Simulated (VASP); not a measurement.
Input for VASP

**INCAR**
```
# general
SYSTEM  = Sc
PREC    = Accurate
ENCUT   = 400
LREAL   = F
LASPH   = T

# electronic loop
EDIFF   = 1E-7
NELM    = 100
ALGO    = Normal
LMAXMIX = 4

# smearing
ISMEAR  = -5

# functional
GGA     = PE

# ions
ISIF    = 2

# output
LWAVE   = F
LCHARG  = T
LORBIT  = 11
NEDOS   = 601
```

**POSCAR**
```
Sc
3.3170180
  0.5000000072  -0.8660253900   0.0000000000
  0.5000000072   0.8660253900   0.0000000000
  0.0000000000   0.0000000000   1.5562706840
Sc
2
Direct
  0.3333330000   0.6666670000   0.2500000000
  0.6666670000   0.3333330000   0.7500000000
```

**KPOINTS**
```
Automatic mesh
0
Gamma
14 14 8
0 0 0
```

POTCAR, in this order: Sc_sv (PBE.64 set). Program: vasp_std.

Write an equivalent input for Ansatz.

One equivalent input (not run):
Ansatz 0.2 input:
```yaml
crystal:
  lattice:
    - [1.6585090, -2.8726218, 0.0000000]
    - [1.6585090, 2.8726218, 0.0000000]
    - [0.0000000, 0.0000000, 5.1621779]
  atoms:
    - { symbol: Sc, position: [0.3333330, 0.6666670, 0.2500000] }
    - { symbol: Sc, position: [0.6666670, 0.3333330, 0.7500000] }
kpoints:
  mp_grid: { grid: [14, 14, 8] }
hamiltonian:
  xc: pbe
  pseudopotentials: { kind: paw }
scf:
  occupations: { method: tetrahedron }
  max_iter: 100
output: { forces: true, stress: true, eigenvalues: true }
```
Limits of the translation: each code has its own PAW files, so the cut-off isn't converted (ENCUT is set for VASP's; basis.ecutwfc is left out, and Ansatz then takes the one that its files recommend); Ansatz stops its SCF on the density residual and VASP on the energy change (EDIFF).

The compound is Sc in the hcp structure. It was relaxed first.
